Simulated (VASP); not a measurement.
Calculation: LDA (Ceperley-Alder, Perdew-Zunger), VASP's LDA PAW potentials (set 64) (plane waves; VASP).

The input files of a VASP run:

INCAR:
```
LASPH=.TRUE.   ! aspherical one-centre terms
LREAL=.FALSE.   ! projection in real space or not
EDIFF=1E-8   ! SCF stop (eV)
NELM=100
ALGO=Normal
SIGMA=0.01   ! width (eV)
PREC=Accurate
LEPSILON=.TRUE.
ISMEAR=0   ! Gaussian
LCHARG=.FALSE.
SYSTEM=LiCl
ENCUT=520   ! plane-wave cut-off (eV)
LWAVE=.FALSE.
```

POSCAR:
```
LiCl
2.4812330
  0.0000000000   1.0000001225   1.0000001225
  1.0000001225   0.0000000000   1.0000001225
  1.0000001225   1.0000001225   0.0000000000
Li Cl
1 1
Cart
  0.0000000000   0.0000000000   0.0000000000
  1.0000001225   1.0000001225   1.0000001225
```

File KPOINTS:
```
Automatic
0
G
9 9 9
0 0 0
```

POTCAR, in this order: Li_sv Cl (LDA.64 set). Program: vasp_std.

The resulting files:

### OUTCAR
```


 HEAD OF MICROSCOPIC STATIC DIELECTRIC TENSOR (INDEPENDENT PARTICLE, excluding Hartree and local field effects)
 ------------------------------------------------------
           3.550374     0.000000    -0.000000
           0.000000     3.550374    -0.000000
           0.000000     0.000000     3.550374
 ------------------------------------------------------

 MACROSCOPIC STATIC DIELECTRIC TENSOR (including local field effects in DFT)
 ------------------------------------------------------
           3.186747    -0.000000     0.000000
          -0.000000     3.186747     0.000000
           0.000000    -0.000000     3.186747
 ------------------------------------------------------

 PIEZOELECTRIC TENSOR (including local field effects)  for field in x, y, z        (e  Angst)
          XX          YY          ZZ          XY          YZ          ZX
  --------------------------------------------------------------------------------
  x     0.00000     0.00000     0.00000     0.00000     0.00000     0.00000
  y     0.00000     0.00000     0.00000     0.00000     0.00000     0.00000
  z     0.00000     0.00000     0.00000     0.00000     0.00000     0.00000

 PIEZOELECTRIC TENSOR (including local field effects)  for field in x, y, z        (C/m^2)
          XX          YY          ZZ          XY          YZ          ZX
  --------------------------------------------------------------------------------
  x     0.00000     0.00000     0.00000     0.00000     0.00000     0.00000
  y     0.00000     0.00000     0.00000     0.00000     0.00000     0.00000
  z     0.00000     0.00000     0.00000     0.00000     0.00000     0.00000

 BORN EFFECTIVE CHARGES (including local field effects) (in |e|, cummulative output)
 ---------------------------------------------------------------------------------
 ion    1
    1     1.16540     0.00000     0.00000
    2    -0.00000     1.16540     0.00000
    3     0.00000     0.00000     1.16540
 ion    2
    1    -1.16540    -0.00000     0.00000
    2     0.00000    -1.16540     0.00000
    3     0.00000     0.00000    -1.16540
```
(Selected blocks of OUTCAR.)

OUTCAR:
```
 val. band max:        1.2596950018   @ k =  -0.1111   0.1111   0.0000

 cond. band min:       7.8226950743   @ k =   0.4444   0.0000   0.0000


 Fermi energy:         1.4213813750

 k-point     1 :       0.0000    0.0000    0.0000
  band No.  band energies     occupation
      1     -41.0823      2.00000
      2     -12.4483      2.00000
      3       1.2588      2.00000
      4       1.2588      2.00000
      5       1.2588      2.00000
      6       7.8823      0.00000
      7      13.0732      0.00000
      8      13.0732      0.00000
      9      13.0732      0.00000

 k-point     2 :       0.1111    0.0000    0.0000
  band No.  band energies     occupation
      1     -41.0816      2.00000
      2     -12.3730      2.00000
      3       0.7550      2.00000
      4       1.2189      2.00000
      5       1.2189      2.00000
      6       8.2676      0.00000
      7      12.3920      0.00000
      8      13.0663      0.00000
      9      13.0663      0.00000

 k-point     3 :       0.2222    0.0000    0.0000
  band No.  band energies     occupation
      1     -41.0798      2.00000
      2     -12.1715      2.00000
      3      -0.3210      2.00000
      4       1.1231      2.00000
      5       1.1231      2.00000
      6       8.5738      0.00000
      7      12.0719      0.00000
      8      12.0719      0.00000
      9      12.2368      0.00000

 k-point     4 :       0.3333    0.0000    0.0000
  band No.  band energies     occupation
      1     -41.0780      2.00000
      2     -11.9205      2.00000
      3      -1.3598      2.00000
      4       1.0228      2.00000
      5       1.0228      2.00000
      6       8.1810      0.00000
      7      11.0830      0.00000
      8      11.0830      0.00000
      9      13.4457      0.00000

 k-point     5 :       0.4444    0.0000    0.0000
  band No.  band energies     occupation
      1     -41.0768      2.00000
      2     -11.7412      2.00000
      3      -1.9814      2.00000
...
```

The structure comes from a computed database's LiCl entry (Fm-3m); how it stands against other phases isn't given here. It was relaxed first, which changed the volume by -7 %.
